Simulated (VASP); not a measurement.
Runs of VASP 6.6.1 on CdSe. Symmetry: F-43m, No. 216, cubic system. The conventional cell has a = 6.141 Å, b = 6.141 Å, c = 6.141 Å, α = 90.00°, β = 90.00°, γ = 90.00°. Around Cd (site symmetry -43m) lie 4 Se at 2.66 Å. Around Se (site symmetry -43m) lie 4 Cd at 2.66 Å. Measurements of this composition are mostly on another form, of space group No. 186.

```csv
task,cell,k mesh,cutoff (eV),smearing,gap on the mesh (eV),pressure (GPa)
single point,"F-43m, 28.94 Å³/atom",6 × 6 × 6,520,gaussian 0.1 eV,1.02,(a)
relaxation of cell and atoms,relaxed,8 × 8 × 8,600,gaussian 0.02 eV,1.02,0.0
single point,"F-43m, 28.84 Å³/atom",8 × 8 × 8,520,gaussian 0.02 eV,1.03,(b)
single point,"F-43m, 30.57 Å³/atom",8 × 8 × 8,520,gaussian 0.02 eV,0.90,-2.4
```

Alike in all rows: level r2SCAN; potentials or basis VASP PAW PBE potentials, release 64 (Cd, Se); no spin polarisation.

Problem. Fill in the values left out.

Solution. (a) 0.1; (b) 0.2.

Caveats: the PAW data sets were made with another functional, which shifts forces and pressure a little; the relaxation stopped at its first step, so nothing moved (some runs).

A k mesh can miss the band edges, and the runs leave out spin-orbit coupling on Cd, Se.
